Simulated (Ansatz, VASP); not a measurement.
# Cross-check of Zr2CO2 (twisted Zr2CO2 MXene bilayer, 38.21 deg) between VASP and Ansatz

Wanted: the spread between two codes on one cell, functional and k mesh. The structure shown is the start of the Ansatz relaxation below; VASP solves that cell, so the two are compared at the walk's first step.

Program: Ansatz 0.2.0. Level of theory: plane waves, with VASP 6.6.1 beside it; single point at revPBE with D4. Results are calculated unless marked as measured.

## 1. The starting structure

The cell holds 70 atoms: 14 C, 28 Zr and 28 O. Its edges and angles: a = 8.757 Å, b = 8.757 Å, c = 26.080 Å, α = 90.0°, β = 90.0°, γ = 120.0°. It derives from Zr2CO2 (Zr2CO2 MXene). As first built, before any earlier steps moved the atoms (in the runner's words): Zr2CO2 MXene (a = 3.31 A) under Zr2CO2 MXene (a = 3.31 A), bilayer, commensurate cell of 7 unit cells a layer, twist 38.21 deg; facing atoms 2.88 A apart;; flat layers, displaced by a Gaussian of 0.01 A. Vacuum lies along c.

## 2. Ansatz: relaxation, revPBE with D4

Ansatz runs on its default PAW (the set named soft_2) files.

The two programs are compared at the cell with which this relaxation starts, whose forces are those of its first step.

Contents of input.yaml:

```yaml
crystal:
  lattice:
    - [8.7574, 0.0, 0.0]
    - [-4.3787, 7.58413, 0.0]
    - [0.0, 0.0, 26.08]
  atoms:
    - { symbol: C, position: [0.00189, 0.00133, 0.35697] }
    - { symbol: Zr, position: [0.18967, 0.23873, 0.40905] }
    - { symbol: Zr, position: [0.23769, 0.04654, 0.30425] }
    - { symbol: O, position: [0.23706, 0.04875, 0.44412] }
    - { symbol: O, position: [0.18888, 0.23802, 0.26748] }
    - { symbol: C, position: [0.14179, 0.42851, 0.35612] }
    - { symbol: Zr, position: [0.33451, 0.66783, 0.40874] }
    - { symbol: Zr, position: [0.38188, 0.47526, 0.30355] }
    - { symbol: O, position: [0.38042, 0.47542, 0.44462] }
    - { symbol: O, position: [0.33378, 0.66613, 0.26826] }
    - { symbol: C, position: [0.28951, 0.86059, 0.35608] }
    - { symbol: Zr, position: [0.47645, 0.09567, 0.40835] }
    - { symbol: Zr, position: [0.5231, 0.90727, 0.30457] }
    - { symbol: O, position: [0.52387, 0.904, 0.44504] }
    - { symbol: O, position: [0.47624, 0.0969, 0.26731] }
    - { symbol: C, position: [0.42885, 0.28734, 0.35657] }
    - { symbol: Zr, position: [0.61929, 0.5236, 0.4089] }
    - { symbol: Zr, position: [0.66713, 0.33364, 0.30375] }
    - { symbol: O, position: [0.66658, 0.33279, 0.44519] }
    - { symbol: O, position: [0.61916, 0.52475, 0.26797] }
    - { symbol: C, position: [0.57193, 0.71503, 0.35641] }
    - { symbol: Zr, position: [0.76176, 0.95366, 0.4098] }
    - { symbol: Zr, position: [0.80965, 0.76376, 0.30345] }
    - { symbol: O, position: [0.80925, 0.76028, 0.44456] }
    - { symbol: O, position: [0.7624, 0.95308, 0.26923] }
    - { symbol: C, position: [0.71303, 0.14236, 0.35684] }
    - { symbol: Zr, position: [0.90815, 0.38366, 0.409] }
    - { symbol: Zr, position: [0.95219, 0.19012, 0.30376] }
    - { symbol: O, position: [0.95166, 0.1903, 0.44476] }
    - { symbol: O, position: [0.90325, 0.38175, 0.2685] }
    - { symbol: C, position: [0.85595, 0.57092, 0.35706] }
    - { symbol: Zr, position: [0.04778, 0.80603, 0.40927] }
    - { symbol: Zr, position: [0.09487, 0.61831, 0.30341] }
    - { symbol: O, position: [0.09439, 0.61969, 0.44484] }
    - { symbol: O, position: [0.05047, 0.81161, 0.26802] }
    - { symbol: C, position: [0.74078, 0.74123, 0.64339] }
    - { symbol: Zr, position: [0.50249, 0.55071, 0.69492] }
    - { symbol: Zr, position: [0.55019, 0.78795, 0.59072] }
    - { symbol: O, position: [0.54738, 0.78893, 0.73178] }
    - { symbol: O, position: [0.50322, 0.55131, 0.55495] }
    - { symbol: C, position: [0.59821, 0.0293, 0.64343] }
    - { symbol: Zr, position: [0.35877, 0.83928, 0.69662] }
    - { symbol: Zr, position: [0.40685, 0.07422, 0.59162] }
    - { symbol: O, position: [0.4049, 0.07423, 0.7319] }
    - { symbol: O, position: [0.35848, 0.83759, 0.55522] }
    - { symbol: C, position: [0.31127, 0.59844, 0.64317] }
    - { symbol: Zr, position: [0.07179, 0.40785, 0.69595] }
    - { symbol: Zr, position: [0.12214, 0.64608, 0.59079] }
    - { symbol: O, position: [0.12098, 0.64365, 0.73164] }
    - { symbol: O, position: [0.07367, 0.40787, 0.55445] }
    - { symbol: C, position: [0.45414, 0.31291, 0.64347] }
    - { symbol: Zr, position: [0.21769, 0.12602, 0.69591] }
    - { symbol: Zr, position: [0.26267, 0.35914, 0.59104] }
    - { symbol: O, position: [0.26448, 0.36002, 0.73249] }
    - { symbol: O, position: [0.21586, 0.12142, 0.55518] }
    - { symbol: C, position: [0.16707, 0.8821, 0.64344] }
    - { symbol: Zr, position: [0.92962, 0.69302, 0.69639] }
    - { symbol: Zr, position: [0.97668, 0.93076, 0.59115] }
    - { symbol: O, position: [0.97985, 0.93226, 0.7313] }
    - { symbol: O, position: [0.92756, 0.69176, 0.55527] }
    - { symbol: C, position: [0.88246, 0.45448, 0.64291] }
    - { symbol: Zr, position: [0.64759, 0.26554, 0.69635] }
    - { symbol: Zr, position: [0.69439, 0.50554, 0.59008] }
    - { symbol: O, position: [0.68974, 0.50428, 0.73219] }
    - { symbol: O, position: [0.64553, 0.2662, 0.55549] }
    - { symbol: C, position: [0.0264, 0.17191, 0.64298] }
    - { symbol: Zr, position: [0.78769, 0.97802, 0.69539] }
    - { symbol: Zr, position: [0.83477, 0.21686, 0.59143] }
    - { symbol: O, position: [0.83638, 0.21756, 0.73222] }
    - { symbol: O, position: [0.78631, 0.97927, 0.55454] }
kpoints:
  mp_grid: { grid: [3, 3, 1] }
hamiltonian:
  xc: revpbe
  dispersion: d4
scf:
  occupations: { method: fermi_dirac, width: 0.025 }
output:
  forces: true
relax:
  f_tol: 0.05
  max_steps: 120
```

On the command line:

```sh
$ ansatz run input.yaml --threads 4 --pin off --max-ram 15872MiB --backend cpu --events-out ev --progress --plain --runs-dir out
```

Numbers of over 12 decimals in the logs are rounded to 6 here.

Output:

```text
Engine: ansatz 0.2.0, aarch64-unknown-linux-gnu
Pseudopotentials: kind: paw
Pseudopotential: C, paw, valence charge 4, recommended cutoff 420 eV (normal), C.paw.azcp
Pseudopotential: Zr, paw, valence charge 12, recommended cutoff 420 eV (normal), Zr.paw.azcp
Pseudopotential: O, paw, valence charge 6, recommended cutoff 420 eV (normal), O.paw.azcp
Functional definition: revPBE
  parameter kappa = 1.245
  parameter beta = 0.066725
  exchange = pbe_x(kappa = kappa, mu = beta*pi^2/3)
  correlation = pbe_c(beta = beta)
Crystal: 70 atoms, lattice volume = 1732.162 Å³
Basis set: ecut = 420 eV, 33921 PW (Γ), exchange–correlation on 120×120×360 points (8 copies of the dense FFT grid, shifted against one another)
Bands: 350, of which v1, the nominal top of the filled ones, is band 280 counted from 1 (279 counted from 0)
Symmetry: 1 space group operations
Space group: P1 (ITA 1), of the structure as read, at distance tolerance 1.2e-4 Å
k-points: 5 of 9 (time reversal used)
Non-local potential: C, projectors of the file, l = 0: 2, l = 1: 2, l = 2: 1
Non-local potential: Zr, projectors of the file, l = 0: 3, l = 1: 2, l = 2: 2, l = 3: 2
Non-local potential: O, projectors of the file, l = 0: 2, l = 1: 2, l = 2: 1
PAW form: soft (Blöchl's): semilocal exchange-correlation on the pseudo side does not see the compensation charge
PAW frozen core: C, regenerated for the run's functional, and the local potential with it (the file was generated under x = pbe(κ = 0.804, μ = 0.219515), c = pbe(β = 0.066725))
PAW frozen core: Zr, regenerated for the run's functional, and the local potential with it (the file was generated under x = pbe(κ = 0.804, μ = 0.219515), c = pbe(β = 0.066725))
PAW frozen core: O, regenerated for the run's functional, and the local potential with it (the file was generated under x = pbe(κ = 0.804, μ = 0.219515), c = pbe(β = 0.066725))
PAW one-centre angular grid: C, 110 points (default); XC on 64 Gauss nodes
PAW one-centre angular grid: Zr, 590 points (default); XC on 64 Gauss nodes
PAW one-centre angular grid: O, 110 points (default); XC on 64 Gauss nodes
Initial density: superposition of atomic densities (neutral atoms: chi_scale 0, normalization atom), corrected by the library's trained network
Initial wavefunctions: pseudopotential atomic-orbital guess
Functional: x = revpbe(κ = 1.245, μ = 0.219515), c = pbe(β = 0.066725)
SCF iter   1: F=—  HF=-136841.271460 eV  |F-HF|=—  |Δ(HF+E_count)|=         —  Δρ=4.12e-3  dr2=5.07e-1  ethr=1.77e-3  ⟨swp⟩=7.0  Hψ=7232  notcnv=0  defer=204
preconditioner: auto → Resta (q_TF=auto, 2.260 Å⁻¹)  ε∞=4.0  [insulator: Δε(μ)=1.164 eV  Ē_g=9.499 eV  σ=0.025 eV  W_gap=1.00  n_scr=348 (ndim 8)  ℏωp=16.4 eV  f_vac=0.455  D(μ)=0.00/eV (n_scr^D=0)  ε∞_Penn≈4.0  vacuum switching on, ρ_ref=6.5e-3 e/Å³]
SCF iter   2: F=—  HF=-136841.199764 eV  |F-HF|=—  |Δ(HF+E_count)|=   7.17e-2  Δρ=2.17e-3  dr2=8.33e-2  ethr=9.05e-5  ⟨swp⟩=2.2  Hψ=2786  notcnv=0  defer=280
SCF iter   3: F=—  HF=-136841.195880 eV  |F-HF|=—  |Δ(HF+E_count)|=   3.88e-3  Δρ=1.14e-3  dr2=3.27e-2  ethr=1.49e-5  ⟨swp⟩=2.0  Hψ=2241  notcnv=0  defer=280
SCF iter   4: F=—  HF=-136841.201339 eV  |F-HF|=—  |Δ(HF+E_count)|=   5.46e-3  Δρ=7.01e-4  dr2=1.59e-2  ethr=5.83e-6  ⟨swp⟩=2.2  Hψ=2286  notcnv=0  defer=280
SCF iter   5: F=—  HF=-136841.199823 eV  |F-HF|=—  |Δ(HF+E_count)|=   1.52e-3  Δρ=1.88e-4  dr2=6.75e-4  ethr=2.84e-6  ⟨swp⟩=2.2  Hψ=2411  notcnv=0  defer=280
SCF iter   6: F=—  HF=-136841.200159 eV  |F-HF|=—  |Δ(HF+E_count)|=   3.36e-4  Δρ=1.29e-4  dr2=3.58e-4  ethr=1.21e-7  ⟨swp⟩=3.4  Hψ=2848  notcnv=0  defer=280
SCF iter   7: F=-136841.200250 eV  HF=-136841.200249 eV  |F-HF|=6.25e-7  |Δ(HF+E_count)|=   9.06e-5  Δρ=3.57e-5  dr2=2.11e-5  ethr=1.12e-8  ⟨swp⟩=3.0  Hψ=5792  notcnv=0
SCF 1 converged in 7 iterations: F = -136841.200250 eV  dr2 = 2.11e-5
  greatest PAW one-centre occupation: 0.995 electrons in one spin orbital (limit 2), on the Zr atom at site 62 (counted from 0), in its partial waves of l = 0
relax step   1: F+E_penalty+E_count = -136841.20025000 eV  Δ(F+E_penalty+E_count) = +0.000e0 eV  max|allowed force component| = 1.059e0 eV/Å  Δτ_max = 0.0000 Å  (7 SCF iters, dr2 threshold 6.25e-5 eV, accepted)
Initial density: handed on by an earlier stage of this run
Initial wavefunctions: those handed on with the density
iter 1 solved again at ethr=2.26e-4 eV; its pass at ethr=3.10e-3 eV (dr2=1.26e0 eV) is discarded
SCF iter   1: F=—  HF=-136840.757790 eV  |F-HF|=—  |Δ(HF+E_count)|=         —  Δρ=8.84e-3  dr2=1.32e0  ethr=2.26e-4  ⟨swp⟩=2.0  Hψ=6315  notcnv=0  defer=276
preconditioner: auto → Resta (q_TF=auto, 2.260 Å⁻¹)  ε∞=4.0  [insulator: Δε(μ)=0.872 eV  Ē_g=9.494 eV  σ=0.025 eV  W_gap=1.00  n_scr=348 (ndim 8)  ℏωp=16.4 eV  f_vac=0.445  D(μ)=0.00/eV (n_scr^D=0)  ε∞_Penn≈4.0  vacuum switching on, ρ_ref=6.5e-3 e/Å³]
[...]
atom  17  Zr    -0.00302446     0.02318086    -0.01417185
  atom  18  Zr     0.00990785     0.00947412     0.00438507
  atom  19  O     -0.00601901     0.00171888     0.00746838
  atom  20  O     -0.00075479    -0.00083045     0.00732948
  atom  21  C      0.00311191     0.00343920    -0.00035285
  atom  22  Zr    -0.00121958    -0.00240044    -0.02940481
  atom  23  Zr    -0.00015729    -0.00540157     0.00719629
  atom  24  O     -0.00589979    -0.01262633     0.00422337
  atom  25  O     -0.00333948     0.00561551     0.01486455
  atom  26  C      0.01046185     0.01052064     0.00469140
  atom  27  Zr     0.01186730    -0.00771805    -0.00808683
  atom  28  Zr    -0.01320786    -0.00062685     0.00438070
  atom  29  O      0.01090971    -0.00175139     0.00690926
  atom  30  O     -0.00187530    -0.00572847     0.01541453
  atom  31  C     -0.00179621    -0.00461196    -0.01137415
  atom  32  Zr     0.01187866     0.00015453    -0.02120495
  atom  33  Zr    -0.01451077     0.00356151     0.01654709
  atom  34  O      0.00074066    -0.00100572     0.00258091
  atom  35  O      0.00248900     0.00630774     0.01051382
  atom  36  C      0.00670362    -0.00881579    -0.01389106
  atom  37  Zr    -0.00531267     0.00788760    -0.00572036
  atom  38  Zr     0.00262410     0.00320852     0.01949979
  atom  39  O     -0.00407144    -0.00852172    -0.00629280
  atom  40  O      0.00335358    -0.01096402    -0.00887528
[...]
atom  63  Zr    -0.00449571     0.01697504     0.03847735
  atom  64  O     -0.00525895    -0.00166813    -0.00731641
  atom  65  O     -0.00279093    -0.00679645    -0.00608947
  atom  66  C     -0.00171691    -0.00365823     0.00816804
  atom  67  Zr    -0.00198849     0.00850839    -0.01490352
  atom  68  Zr     0.00096350     0.00435422     0.01855991
  atom  69  O     -0.00317242     0.00435893    -0.00863749
  atom  70  O     -0.00224026     0.00429157    -0.00795696
  max |Σ_I F_I| component: 4.67e-5 eV/Å
--- Relaxed structure (3 steps of the walk, 2 accepted, 0 SCFs on fresh bases) ---
  F+E_penalty+E_count = -136841.57459936 eV   max|allowed force component| = 3.848e-2 eV/Å
  atoms:
    - { symbol: C, position: [3.5651302878111034e-5, 0.000381587, 0.357599] }
    - { symbol: Zr, position: [0.190490, 0.237877, 0.410862] }
    - { symbol: Zr, position: [0.237997, 0.047737, 0.304134] }
    - { symbol: O, position: [0.238846, 0.047127, 0.445452] }
    - { symbol: O, position: [0.190498, 0.238455, 0.269189] }
    - { symbol: C, position: [0.142701, 0.429055, 0.357580] }
    - { symbol: Zr, position: [0.333521, 0.666917, 0.410973] }
    - { symbol: Zr, position: [0.380984, 0.476530, 0.304142] }
    - { symbol: O, position: [0.379591, 0.475673, 0.445683] }
    - { symbol: O, position: [0.333349, 0.666923, 0.269128] }
    - { symbol: C, position: [0.286077, 0.857426, 0.357471] }
    - { symbol: Zr, position: [0.476826, 0.095804, 0.410585] }
    - { symbol: Zr, position: [0.523818, 0.905024, 0.304331] }
    - { symbol: O, position: [0.524456, 0.905416, 0.445903] }
    - { symbol: O, position: [0.476346, 0.095631, 0.269169] }
    - { symbol: C, position: [0.428583, 0.286110, 0.357485] }
    - { symbol: Zr, position: [0.618732, 0.524152, 0.410736] }
    - { symbol: Zr, position: [0.666748, 0.333634, 0.304066] }
    - { symbol: O, position: [0.667103, 0.334802, 0.445296] }
    - { symbol: O, position: [0.619190, 0.524215, 0.269204] }
    - { symbol: C, position: [0.571261, 0.714552, 0.357665] }
    - { symbol: Zr, position: [0.762205, 0.953025, 0.411514] }
    - { symbol: Zr, position: [0.809657, 0.762468, 0.304332] }
    - { symbol: O, position: [0.809352, 0.762337, 0.445947] }
    - { symbol: O, position: [0.761980, 0.952639, 0.269248] }
    - { symbol: C, position: [0.714427, 0.143276, 0.357593] }
    - { symbol: Zr, position: [0.905227, 0.381870, 0.410880] }
    - { symbol: Zr, position: [0.952401, 0.190714, 0.304316] }
    - { symbol: O, position: [0.952713, 0.191316, 0.445970] }
    - { symbol: O, position: [0.904802, 0.381311, 0.269145] }
    - { symbol: C, position: [0.857492, 0.572153, 0.357643] }
    - { symbol: Zr, position: [0.047495, 0.809482, 0.411086] }
    - { symbol: Zr, position: [0.095474, 0.619371, 0.304217] }
    - { symbol: O, position: [0.095731, 0.619783, 0.446210] }
    - { symbol: O, position: [0.047525, 0.809801, 0.269179] }
    - { symbol: C, position: [0.740207, 0.741688, 0.642358] }
    - { symbol: Zr, position: [0.501976, 0.550870, 0.695664] }
    - { symbol: Zr, position: [0.549524, 0.789144, 0.588823] }
    - { symbol: O, position: [0.549432, 0.789001, 0.730685] }
    - { symbol: O, position: [0.503591, 0.551768, 0.554258] }
    - { symbol: C, position: [0.597001, 0.026845, 0.642342] }
    - { symbol: Zr, position: [0.359005, 0.836478, 0.695645] }
    - { symbol: Zr, position: [0.406141, 0.074609, 0.589296] }
    - { symbol: O, position: [0.406556, 0.074582, 0.730704] }
    - { symbol: O, position: [0.358490, 0.836628, 0.554051] }
    - { symbol: C, position: [0.311260, 0.598504, 0.642141] }
    - { symbol: Zr, position: [0.073158, 0.408099, 0.695576] }
    - { symbol: Zr, position: [0.120902, 0.646028, 0.588476] }
    - { symbol: O, position: [0.120898, 0.646211, 0.730656] }
    - { symbol: O, position: [0.073142, 0.407694, 0.553870] }
    - { symbol: C, position: [0.454059, 0.312857, 0.642461] }
    - { symbol: Zr, position: [0.216242, 0.122555, 0.695763] }
    - { symbol: Zr, position: [0.264106, 0.361034, 0.588981] }
    - { symbol: O, position: [0.263680, 0.360528, 0.730679] }
    - { symbol: O, position: [0.215954, 0.123322, 0.554356] }
    - { symbol: C, position: [0.168328, 0.884169, 0.642237] }
    - { symbol: Zr, position: [0.930611, 0.694020, 0.695586] }
    - { symbol: Zr, position: [0.978118, 0.932061, 0.588887] }
    - { symbol: O, position: [0.978136, 0.931936, 0.730721] }
    - { symbol: O, position: [0.930434, 0.693692, 0.553894] }
    - { symbol: C, position: [0.882863, 0.455463, 0.642307] }
    - { symbol: Zr, position: [0.644910, 0.265212, 0.695748] }
    - { symbol: Zr, position: [0.692735, 0.503068, 0.589077] }
    - { symbol: O, position: [0.692407, 0.503320, 0.730683] }
    - { symbol: O, position: [0.644162, 0.264066, 0.554594] }
    - { symbol: C, position: [0.025522, 0.169981, 0.642232] }
    - { symbol: Zr, position: [0.787533, 0.979297, 0.695614] }
    - { symbol: Zr, position: [0.835231, 0.217110, 0.588907] }
    - { symbol: O, position: [0.835255, 0.217555, 0.730706] }
    - { symbol: O, position: [0.787278, 0.978956, 0.553656] }
```

Reading the cycles: dr2 is the Hartree energy of the density residual (eV), the measure of convergence; HF is the Harris–Foulkes estimate of the energy, which meets the free energy F at convergence.

[end of part 1 of 2]

[Lines on the potential files, build, host, timing and source positions are cut from VASP's logs without a mark.]

[Logs are printed without paths, hosts, clocks, repeated set-up lines and the standing remarks that a program may print on its own settings, such as how far it seeks lower states.]

[Hosts, paths, dates, database ids (printed as entryN), source tags and the programs' standing remarks are cut or masked in the printed files.]
